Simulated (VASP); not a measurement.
A convergence study with VASP on TiAl (space group P1): one setting is varied, all else stays as given below, so the limit is that of these other settings. The cell's lengths are 1 % over those of the tabulated start and one atom is moved, so it is off equilibrium.

```xyz
2
Lattice="2.8583 0.0000 0.0000 0.0000 2.8583 0.0000 0.0000 0.0000 4.1107" Properties=species:S:1:pos:R:3 pbc="T T T"
Ti     0.0106    -0.0439     0.0487
Al     1.4791     1.4731     2.0066
```

Level of theory: PBE GGA, VASP's PBE PAW potentials (set 64) (plane waves; VASP 6.6.1). The tightest run used: 1000 eV cut-off, 14×14×10 Γ-centred mesh, first-order Methfessel-Paxton smearing of 0.10 eV, potentials Ti_sv Al.

### Question
The settings run are ENCUT = 150; ENCUT = 200; ENCUT = 250; ENCUT = 300; ENCUT = 350; ENCUT = 400; ENCUT = 450; ENCUT = 500; ENCUT = 550; ENCUT = 600; ENCUT = 650; ENCUT = 700; ENCUT = 750; ENCUT = 800; ENCUT = 850; ENCUT = 1000. From which on does the stress (every component) stay within 0.5 GPa of the tightest run?

### Answer
From ENCUT = 300 on: it is off by 0.20 there and by no more than 0.5 in any finer run, while ENCUT = 250 is off by 2.19.
```tsv
setting	E (eV/atom)	pressure (GPa)	largest force (eV/Å)	plane waves	difference judged (GPa)
ENCUT = 150	-5.6519	-121.29	0.657	152	122.29
ENCUT = 200	-6.0973	-24.63	0.655	232	22.14
ENCUT = 250	-6.1572	-5.15	0.638	319	2.19
ENCUT = 300	-6.1603	-3.17	0.639	416	0.20
ENCUT = 350	-6.1622	-3.39	0.638	513	0.39
ENCUT = 400	-6.1654	-3.37	0.640	628	0.34
ENCUT = 450	-6.1670	-3.19	0.639	752	0.17
ENCUT = 500	-6.1676	-3.08	0.638	888	0.06
ENCUT = 550	-6.1676	-3.06	0.638	1011	0.03
ENCUT = 600	-6.1677	-3.07	0.638	1144	0.04
ENCUT = 650	-6.1678	-3.07	0.638	1284	0.04
ENCUT = 700	-6.1679	-3.06	0.638	1436	0.03
ENCUT = 750	-6.1680	-3.05	0.638	1602	0.02
ENCUT = 800	-6.1680	-3.05	0.638	1755	0.02
ENCUT = 850	-6.1681	-3.04	0.638	1928	0.02
ENCUT = 1000	-6.1681	-3.03	0.638	2440	0.00
```

Left out are rungs that failed or repeat a setting and relaxations that didn't move; long series are thinned to 24 rows.

The structure was generated: TiAl was put into an ordered model structure, which need not be its known phase. The cell was not relaxed at this level, it is distorted from the ideal structure. The electron count is odd and the run is not spin-polarised, which forces a metal.
